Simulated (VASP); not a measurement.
Input:

```
Hg3Sb
1.0
    0.00000     3.64306     3.64306
    3.64306     0.00000     3.64306
    3.64306     3.64306     0.00000
Hg Sb
3 1
Direct
  0.25000   0.25000   0.25000
  0.75000   0.75000   0.75000
  0.50000   0.50000   0.50000
  0.00000   0.00000   0.00000
```

Level of theory: PBEsol GGA, VASP's PBE PAW potentials (set 64) (plane waves; VASP). Numerical set-up: 400 eV cut-off, 7×7×7 Γ-centred mesh, first-order Methfessel-Paxton smearing of 0.10 eV, potentials Hg Sb.

Unless said otherwise, spin-orbit coupling is left out, though it shifts the bands of the heavy elements here.

Task: Estimate the energy per atom (σ→0), band gap (on the k-mesh) with the smallest direct gap where there is one.

Result: 
```yaml
band gap (on the k-mesh): none (metal, semimetal or under 0.01 eV)
energy per atom (σ→0): -1.441 eV/atom
```

The structure comes from a computed database's Hg3Sb entry (Fm-3m); how it stands against other phases isn't given here. It was relaxed first, which changed the volume by -9 %. The start is the result of an earlier pass. The electron count is odd and the run is not spin-polarised, which forces a metal.
